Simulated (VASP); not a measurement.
# CdHg₃Te₄ (space group P-43m): computed properties

Computed with LDA (Ceperley-Alder, Perdew-Zunger), VASP's LDA PAW potentials (set 64) (plane waves; VASP).

For CdHg3Te4, the space group is P-43m (215) and the cell comes out as a = b = c = 6.436 Å, α = β = γ = 90.00°. The volume per atom is 33.33 Å³/atom and the band gap (over mesh and band path) comes out as none (metal, semimetal or under 0.01 eV). The density comes out as 7.63 g/cm³.

```
CdHg3Te4
1.0
    6.43637     0.00000     0.00000
    0.00000     6.43637     0.00000
    0.00000     0.00000     6.43637
Cd Hg Te
1 3 4
Direct
  0.00000   0.00000   0.00000
  0.00000   0.50000   0.50000
  0.50000   0.00000   0.50000
  0.50000   0.50000   0.00000
  0.24947   0.24947   0.24947
  0.24947   0.75053   0.75053
  0.75053   0.75053   0.24947
  0.75053   0.24947   0.75053
```

Unless said otherwise, spin-orbit coupling is left out, though it shifts the bands of the heavy elements here.

The structure comes from a computed database's CdHg3Te4 entry (P-43m); how it stands against other phases isn't given here. It was relaxed first, which changed the volume by -6 %. Symmetry was kept, so distortions that lower it aren't found.
